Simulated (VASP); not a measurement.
Sc (hcp): computed properties

All values below come from r2SCAN meta-GGA, VASP's PBE PAW potentials (set 64) (plane waves; VASP 6.6.1).

For Sc, the space group is P6_3/mmc (194) and the cell is a = b = 3.3319 Å, c = 5.1875 Å, α = β = 90.00°, γ = 120.00°. The volume per atom is 24.94 Å^3/atom. The band gap (over mesh and band path) is none (metal, semimetal or under 0.01 eV) and the density is 2.99 g/cm³.

Sc has the hexagonal space group P6₃/mmc (No. 194), the hcp (Mg type) structure, Pearson symbol hP2. Lattice parameters: a = b = 3.3319 Å, c = 5.1875 Å, α = β = 90.00°, γ = 120.00°. Sc on 2c has 12 Sc at 3.229–3.332 Å (anticuboctahedral). (Neighbours: up to the widest gap in distance over summed covalent radii, below 1.35, at either atom.)

Measured: a 3.309 Å at 293 K (computed value off by +0.7 %), c 5.268 Å at 293 K (computed value off by -1.5 %), as given by Wikipedia, Scandium (infobox). The calculation is for a static lattice, while the measured a, c hold thermal and zero-point effects, which are part of the difference.

The compound is Sc in the hcp structure. It was relaxed first. Symmetry was kept, so distortions that lower it aren't found.
